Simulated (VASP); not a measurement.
Si (space group I4_1/amd): computed properties

All values below come from r2SCAN meta-GGA, VASP's PBE PAW potentials (set 64) (plane waves; VASP).

```json
{
 "space_group": "I4_1/amd (141)",
 "cell": "a = 4.7772 Å, b = 4.7772 Å, c = 2.6711 Å, α = 90.00°, β = 90.00°, γ = 90.00°",
 "volume_per_atom": "15.24 Å³/atom",
 "band gap (over mesh and band path)": "none (metal, semimetal or under 0.01 eV)",
 "density": "3.06 g/cm³"
}
```

```yaml
crystal:
  lattice:
    - [-2.38860, 2.38860, 1.33555]
    - [2.38860, -2.38860, 1.33555]
    - [2.38860, 2.38860, -1.33555]
  atoms:
    - { symbol: Si, position: [0.25000, 0.75000, 0.50000] }
    - { symbol: Si, position: [0.50000, 0.50000, 0.00000] }
```

The structure comes from a computed database's Si entry (I4_1/amd); how it stands against other phases isn't given here. It was relaxed first. Symmetry was kept, so distortions that lower it aren't found.
